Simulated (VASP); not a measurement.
A convergence study with VASP on CuZn (space group no. 221 when undisturbed): one setting is varied, all else stays as given below, so the limit is that of these other settings. One atom is moved off its site, so that forces are finite.

```
CELL_PARAMETERS angstrom
      2.94115     0.00000     0.00000
      0.00000     2.94115     0.00000
      0.00000     0.00000     2.94115
ATOMIC_POSITIONS crystal
  Zn 0.50000 0.50000 0.51700
  Cu 0.00000 0.00000 0.00000
```

Calculation: PBE GGA, VASP's PBE PAW potentials (set 64) (plane waves; VASP). The tightest run used: 300 eV cut-off, 16×16×16 Γ-centred mesh, Gaussian smearing of 0.10 eV, potentials Zn Cu.

### Question
The settings run are 2×2×2 mesh; 3×3×3 mesh; 4×4×4 mesh; 5×5×5 mesh; 6×6×6 mesh; 7×7×7 mesh; 8×8×8 mesh; 9×9×9 mesh; 10×10×10 mesh; 12×12×12 mesh; 13×13×13 mesh; 14×14×14 mesh; 16×16×16 mesh. From which on does the stress (every component) stay within 0.5 GPa of the tightest run?

### Answer
From 6×6×6 mesh on: it is off by 0.36 there and by no more than 0.5 in any finer run, while 5×5×5 mesh is off by 0.62.
```tsv
setting	E (eV/atom)	pressure (GPa)	largest force (eV/Å)	irreducible k-points	difference judged (GPa)
2×2×2 mesh	-2.4163	-1.63	0.267	6	3.71
3×3×3 mesh	-2.3160	2.64	0.260	6	0.62
4×4×4 mesh	-2.5245	1.22	0.227	18	0.83
5×5×5 mesh	-2.5034	2.66	0.247	18	0.62
6×6×6 mesh	-2.4577	2.37	0.229	40	0.36
7×7×7 mesh	-2.5079	1.89	0.241	40	0.19
8×8×8 mesh	-2.5042	2.37	0.249	75	0.33
9×9×9 mesh	-2.4929	2.32	0.249	75	0.27
10×10×10 mesh	-2.4969	2.15	0.247	126	0.10
12×12×12 mesh	-2.4980	2.25	0.241	196	0.21
13×13×13 mesh	-2.4979	2.10	0.246	196	0.06
14×14×14 mesh	-2.5015	2.02	0.248	288	0.03
16×16×16 mesh	-2.4987	2.05	0.247	405	0.00
```

Left out are rungs that failed or repeat a setting and relaxations that didn't move; long series are thinned to 24 rows.

The structure is a typed CuZn crystal (space group no. 221). The cell was not relaxed at this level, it is distorted from the ideal structure. The electron count is odd and the run is not spin-polarised, which forces a metal.
